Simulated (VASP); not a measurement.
An input for Ansatz (written as the equivalent of a VASP run, and not itself run):

Ansatz 0.2 input:
```yaml
crystal:
  lattice:
    - [-1.6124196, 1.6124196, 1.6124196]
    - [1.6124196, -1.6124196, 1.6124196]
    - [1.6124196, 1.6124196, -1.6124196]
  atoms:
    - { symbol: Ta, position: [0.0000000, 0.0000000, 0.0000000] }
kpoints:
  mp_grid: { grid: [16, 16, 16] }
hamiltonian:
  xc: pbe
  pseudopotentials: { kind: paw }
scf:
  occupations: { method: methfessel_paxton, width: 0.1 }
  max_iter: 100
relax:
  max_steps: 40
  f_tol: 0.02
  cell: { p_target: 30 }
output: { forces: true, stress: true, eigenvalues: true }
```

Translate this input to VASP (INCAR, KPOINTS, POSCAR, choice of POTCAR).

This is not unique; one that fits is 
File POSCAR:
```
Ta
1.0
 -1.6124195583   1.6124195583   1.6124195583
  1.6124195583  -1.6124195583   1.6124195583
  1.6124195583   1.6124195583  -1.6124195583
Ta
1
Cart
  0.0000000000   0.0000000000   0.0000000000
```

KPOINTS:
```
Automatic mesh
0
Gamma
16 16 16
0 0 0
```

INCAR:
```
ALGO = Normal
EDIFF = 1E-6
EDIFFG = -0.02
ENCUT = 500
GGA = PE
IBRION = 2
ISIF = 3
ISMEAR = 1
LASPH = .TRUE.
LCHARG = .FALSE.
LMAXMIX = 6
LREAL = .FALSE.
LWAVE = .FALSE.
NELM = 100
NSW = 40
PREC = Accurate
PSTRESS = 300
SIGMA = 0.1
SYSTEM = Ta
```

POTCAR, in this order: Ta_pv (PBE.64 set). Program: vasp_std.

The two are equivalent in intent, not identical: each code has its own PAW files, so the cut-off isn't converted (ENCUT is set for VASP's; basis.ecutwfc is left out, and Ansatz then takes the one that its files recommend); Ansatz stops its SCF on the density residual and VASP on the energy change (EDIFF).

The compound is Ta in the bcc structure. This run relaxes it under an external pressure of 30 GPa. Symmetry was kept, so distortions that lower it aren't found.
